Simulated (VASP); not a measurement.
ZrB2 (AlB2 type) relaxed at rising pressure, in one space group throughout; other phases were not tried. The pressures are those reached. These are LDA (Ceperley-Alder, Perdew-Zunger), VASP's LDA PAW potentials (set 64) (plane waves; VASP) values and carry that method's errors.

| P (GPa) | V (Å³/atom) | k-mesh |
|---|---|---|
| -0.08 | 9.907 | 11×11×9 |
| 5.07 | 9.720 | 11×11×9 |
| 10.06 | 9.553 | 11×11×9 |
| 19.77 | 9.265 | 11×11×9 |
| 29.99 | 9.001 | 12×12×9 |

A change of mesh leaves a small step in the series.

**Question.** Fit an equation of state and predict the volume at 44.95 GPa.

**Answer.** Least squares on the third-order Birch-Murnaghan form, P = (3B0/2)(y⁷ − y⁵)[1 + (3/4)(B′ − 4)(y² − 1)] with y = (V0/V)^(1/3), gives V0 = 9.904 Å³/atom, B0 = 260 GPa and B′ = 3.9, and so 8.670 Å³/atom. The run gave 8.669 Å³/atom, -0.0 % from the fit.

Pressures at which the relaxation failed are left out.

The compound is ZrB2 in the AlB2 type structure.
